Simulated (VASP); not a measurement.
All values below come from PBE GGA, VASP's PBE PAW potentials (set 64) (plane waves; VASP).

Input for VASP

**POSCAR**
```
Ni
1.0
  0.0000000000   1.7109630945   1.7109630945
  1.7109630945   0.0000000000   1.7109630945
  1.7109630945   1.7109630945   0.0000000000
Ni
1
Cartesian
  0.0000000000   0.0000000000   0.0000000000
```

KPOINTS:
```
Automatic mesh
0
Gamma
18 18 18
0 0 0
```

INCAR:
```
ALGO = Normal
EDIFF = 1E-6
EDIFFG = -0.02
ENCUT = 500
GGA = PE
IBRION = 2
ISIF = 3
ISMEAR = 1
ISPIN = 2
LASPH = .TRUE.
LCHARG = .FALSE.
LMAXMIX = 4
LORBIT = 10
LREAL = .FALSE.
LWAVE = .FALSE.
MAGMOM = 0.6
NELM = 100
NSW = 40
PREC = Accurate
PSTRESS = 200
SIGMA = 0.1
SYSTEM = Ni
```

POTCAR, in this order: Ni (PBE.64 set). Program: vasp_std.

The resulting files:

OSZICAR:
```
       N       E                     dE             d eps       ncg     rms          rms(c)
DAV:   1     0.215366612953E+02    0.21537E+02   -0.47830E+03  7244   0.143E+03
DAV:   2    -0.603000818931E+01   -0.27567E+02   -0.26411E+02  7115   0.164E+02
DAV:   3    -0.643492328970E+01   -0.40492E+00   -0.40397E+00  8086   0.260E+01
DAV:   4    -0.643860835565E+01   -0.36851E-02   -0.36847E-02  7944   0.216E+00
DAV:   5    -0.643869268745E+01   -0.84332E-04   -0.84330E-04  8056   0.285E-01    0.108E+01
DAV:   6    -0.568262727222E+01    0.75607E+00   -0.14574E+01  7386   0.637E+01    0.531E+00
DAV:   7    -0.544404617493E+01    0.23858E+00   -0.20673E+00  7416   0.229E+01    0.224E+00
DAV:   8    -0.542509819145E+01    0.18948E-01   -0.24413E-02  9893   0.187E+00    0.984E-01
DAV:   9    -0.542313803995E+01    0.19602E-02   -0.12690E-03 10381   0.348E-01    0.257E-01
DAV:  10    -0.542272222178E+01    0.41582E-03   -0.44810E-04  9192   0.172E-01    0.356E-02
DAV:  11    -0.542272836338E+01   -0.61416E-05   -0.10735E-05  8908   0.428E-02    0.300E-02
DAV:  12    -0.542272941377E+01   -0.10504E-05   -0.13833E-06  4476   0.144E-02    0.499E-03
DAV:  13    -0.542272974929E+01   -0.33552E-06   -0.34828E-07  3606   0.588E-03
   1 F= -.41722653E+01 E0= -.41724118E+01  d E =-.417227E+01  mag=     0.6074
```

### OUTCAR
```
------------------------ aborting loop because EDIFF is reached ----------------------------------------
  FORCE on cell =-STRESS in cart. coord.  units (eV):
  Direction    XX          YY          ZZ          XY          YZ          ZX
  --------------------------------------------------------------------------------------
  Total        1.2406177      1.2406177      1.2406177      0.0000000      0.0000000     -0.0000000
  in kB      198.4251154    198.4251154    198.4251154      0.0000000      0.0000000     -0.0000000
  external PRESSURE =      -1.5748846 kB  Pullay stress =     200.0000000 kB
  volume of cell :       10.02
      direct lattice vectors                 reciprocal lattice vectors
     0.000000000  1.710963095  1.710963095    -0.292233071  0.292233071  0.292233071
     1.710963095  0.000000000  1.710963095     0.292233071 -0.292233071  0.292233071
     1.710963095  1.710963095  0.000000000     0.292233071  0.292233071 -0.292233071
 POSITION                                       TOTAL-FORCE (eV/Angst)
 -----------------------------------------------------------------------------------
      0.00000      0.00000      0.00000        -0.000000      0.000000      0.000000
 -----------------------------------------------------------------------------------
    total drift:                                0.000000      0.000000      0.000000
  FREE ENERGIE OF THE ION-ELECTRON SYSTEM (eV)
  ---------------------------------------------------
  free  energy   TOTEN  =        -5.4227297493 eV

  energy  without entropy=       -5.4231691291  energy(sigma->0) =       -5.42287621
  enthalpy is  TOTEN    =        -4.1722653421 eV   P V=        1.2504644072

 total charge

# of ion       s       p       d       tot
------------------------------------------
    1        0.535   0.576   8.358   9.470

 magnetization (x)

# of ion       s       p       d       tot
------------------------------------------
    1       -0.006  -0.025   0.643   0.611

 reached required accuracy - stopping structural energy minimisation
```
(Selected blocks of OUTCAR.)

**OUTCAR**
```
 val. band max:       10.5917007834   @ k =   0.5000   0.4444   0.0556

 cond. band min:      10.6073470755   @ k =   0.4444   0.1111   0.0556


 Fermi energy:        10.5980975207

 spin component 1

 k-point     1 :       0.0000    0.0000    0.0000
  band No.  band energies     occupation
      1       0.9963      1.00000
      2       7.9468      1.00000
      3       7.9468      1.00000
      4       7.9468      1.00000
      5       9.2732      1.00000
      6       9.2732      1.00000
      7      35.0158      0.00000
      8      39.5365      0.00000
      9      39.5365      0.00000

 k-point     2 :       0.0556    0.0000    0.0000
  band No.  band energies     occupation
      1       1.1249      1.00000
      2       7.9108      1.00000
      3       7.9774      1.00000
      4       7.9774      1.00000
      5       9.2596      1.00000
      6       9.2596      1.00000
      7      34.7004      0.00000
      8      37.8940      0.00000
      9      39.2686      0.00000

 k-point     3 :       0.1111    0.0000    0.0000
  band No.  band energies     occupation
      1       1.5047      1.00000
      2       7.8133      1.00000
      3       8.0578      1.00000
      4       8.0578      1.00000
      5       9.2301      1.00000
      6       9.2301      1.00000
      7      33.0450      0.00000
      8      36.4424      0.00000
      9      38.7199      0.00000

 k-point     4 :       0.1667    0.0000    0.0000
  band No.  band energies     occupation
      1       2.1147      1.00000
      2       7.6866      1.00000
      3       8.1516      1.00000
      4       8.1516      1.00000
      5       9.2198      1.00000
      6       9.2198      1.00000
      7      30.2690      0.00000
      8      35.9331      0.00000
      9      38.1622      0.00000

 k-point     5 :       0.2222    0.0000    0.0000
  band No.  band energies     occupation
      1       2.9090      1.00000
...
```

The compound is Ni in the fcc structure. It was relaxed first under an external pressure of 20 GPa.
